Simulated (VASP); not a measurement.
Runs of VASP 6.6.1 on Rh. Symmetry: Fm-3m, No. 225, cubic system. Conventional cell: a = 3.779 Å, b = 3.779 Å, c = 3.779 Å, α = 90.00°, β = 90.00°, γ = 90.00°. Around Rh (site symmetry m-3m) lie 12 Rh at 2.67 Å. 

```tsv
level	k mesh	cutoff (eV)	smearing	further INCAR settings	gap on the mesh (eV)	pressure (GPa)
r2SCAN	18 × 18 × 18	520	gaussian 0.1 eV	ALGO = Normal; EDIFF = 1e-07	none	(a)
PBEsol	18 × 18 × 18	900	gaussian 0.1 eV	ALGO = Fast; EDIFF = 1e-07	none	0.2
PBEsol	18 × 18 × 18	700	gaussian 0.1 eV	ALGO = Fast; EDIFF = 1e-07	none	0.2
PBEsol	18 × 18 × 18	520	gaussian 0.5 eV	ALGO = Fast; EDIFF = 1e-07	none	1.8
PBEsol	28 × 28 × 28	520	gaussian 0.1 eV	ALGO = Fast; EDIFF = 1e-07	none	0.1
```

Alike in all rows: task single point; potentials or basis VASP PAW PBE potentials, release 64 (Rh_pv); no spin polarisation; cell as given.

Question: Estimate the missing entries.

Answer: (a) 6.1.

Caveats: the PAW data sets were made with another functional, which shifts forces and pressure a little.

A k mesh can miss the band edges, and the runs leave out spin-orbit coupling on Rh.

A gap of «none» marks a metal or a gap under the smearing width.

Not every run made on this cell is shown here.
